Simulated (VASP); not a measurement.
A run of VASP 6.6.1:

The input INCAR:

```
SYSTEM = Zn4SO3
  PREC = Accurate
  ENCUT = 600
  EDIFF = 1E-7
  ISMEAR = 0
  SIGMA = 0.03
  LREAL = .False.
  LASPH = .True.
  NELM = 80
  ALGO = Normal
  ISIF = 3
  LWAVE = .False.
  LCHARG = .False.
  GGA = PS
  IBRION = 2
  NSW = 90
  EDIFFG = -0.005
  KPAR = 4
```

Contents of KPOINTS:

```
regular mesh
0
Gamma
  6 6 6
  0 0 0
```

The input POSCAR:

```
Zn4SO3                                  
1.0
   -0.0000000000     -0.0000000000     -5.4543281177
    3.3893267465      5.8704861226     -0.0000000000
    3.3234114619     -5.8324299153     -0.0000000000
  Zn              S               O             
     8     2     6
Direct
     0.5509839053617371    0.1529484110678563    0.3058968121356630
     0.4809261163673287    0.1489397173720898    0.8507078200568096
     0.4855554005289279    0.6681204583862150    0.3362409067724377
     0.4809261163673287    0.7017681126846445    0.8507078200567308
     0.0509839053617373    0.3470515889321437    0.6941031878643370
     0.9809261163673286    0.3510602826279102    0.1492921799431904
     0.9855554005289280    0.8318795416137850    0.6637590932275623
     0.9809261163673286    0.7982318873153555    0.1492921799432692
     0.6320181286303346    0.3432379251985357    0.6864758603970706
     0.1320181286303345    0.1567620748014644    0.3135241396029292
     0.6195224961078156    0.3446494510790538    0.1669660991154441
     0.6145053405287082    0.8332983726806849    0.6665967553613525
     0.6195224961078156    0.8223166380363647    0.1669660991153915
     0.1195224961078154    0.1553505489209462    0.8330339008845558
     0.1145053405287080    0.6667016273193151    0.3334032446386477
     0.1195224961078154    0.6776833619636353    0.8330339008846085
```

Potentials or basis: VASP PAW PBE potentials, release 64 (Zn, S, O).

Launch:

```sh
$ cat potpaw_PBE.64/Zn/POTCAR potpaw_PBE.64/S/POTCAR potpaw_PBE.64/O/POTCAR > POTCAR
$ mpirun -np 4 vasp_std > vasp.out
```

Hardware: 4 MPI ranks on Intel(R) Xeon(R) 6975P-C (Granite Rapids), on a shared host.

How long does it take, and how much memory?

It took 8 min on 4 MPI ranks on Intel(R) Xeon(R) 6975P-C (Granite Rapids) (shared host), peak memory 0.95 GiB a rank. Counts: scf iterations 27, k points 52, ion steps 2.
